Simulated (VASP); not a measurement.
Data:

```
CsCl
1.0
    4.20901     0.00000     0.00000
    0.00000     4.20901     0.00000
    0.00000     0.00000     4.20901
Cs Cl
1 1
Direct
  0.00000   0.00000   0.00000
  0.50000   0.50000   0.50000
```

Calculation: PBE GGA, VASP's PBE PAW potentials (set 64) (plane waves; VASP). Numerical set-up: 480 eV cut-off, 6×6×6 Γ-centred mesh, Gaussian smearing of 0.050 eV, potentials Cs_sv Cl.

Energy and stress use the plane-wave basis of the starting cell.

### Question
The ions, cell shape and volume at an external pressure of 20.0 GPa are relaxed. Predict the relaxed structure.

### Answer

```
CsCl
1.0
    3.62851     0.00000     0.00000
    0.00000     3.62851     0.00000
    0.00000     0.00000     3.62851
Cs Cl
1 1
Direct
  0.00000   0.00000   0.00000
  0.50000   0.50000   0.50000
```
Space group Pm-3m (221), at a tolerance of 0.03 Å.

### Question
How do energy and volume change from the first to the last step?

### Answer
The energy (σ→0) changes by +534.4 meV/atom and the volume by -35.9 %, in 7 ionic steps.

The compound is CsCl in the CsCl type structure. This run relaxes it under an external pressure of 20 GPa. Symmetry was kept, so distortions that lower it aren't found.
